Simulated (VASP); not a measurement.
Here is the system:

```yaml
crystal:
  lattice:
    - [3.07569, 0.00000, 0.00000]
    - [-1.53784, 2.66363, 0.00000]
    - [0.00000, 0.00000, 10.07065]
  atoms:
    - { symbol: Si, position: [0.66667, 0.33333, 0.93784] }
    - { symbol: Si, position: [0.33333, 0.66667, 0.43784] }
    - { symbol: Si, position: [0.00000, 0.00000, 0.68789] }
    - { symbol: Si, position: [0.00000, 0.00000, 0.18789] }
    - { symbol: C, position: [0.66667, 0.33333, 0.74980] }
    - { symbol: C, position: [0.33333, 0.66667, 0.24980] }
    - { symbol: C, position: [0.00000, 0.00000, 0.50046] }
    - { symbol: C, position: [0.00000, 0.00000, 0.00046] }
```

Method: LDA (Ceperley-Alder, Perdew-Zunger), VASP's LDA PAW potentials (set 64) (plane waves; VASP). Numerical set-up: 400 eV cut-off, 8×8×3 Γ-centred mesh, Gaussian smearing of 0.010 eV, potentials Si C.

At this cut-off the stress carries a Pulay error, which pulls relaxed volumes low.

Q: Give the stress tensor in GPa (positive for a compressed cell).

A: 
```
-4.50   0.00   0.00
 0.00  -4.50   0.00
 0.00   0.00  -4.53
```
The pressure is its mean diagonal, -4.51 GPa.

The structure comes from a computed database's SiC entry; how it stands against other phases isn't given here. The cell was not relaxed at this level.
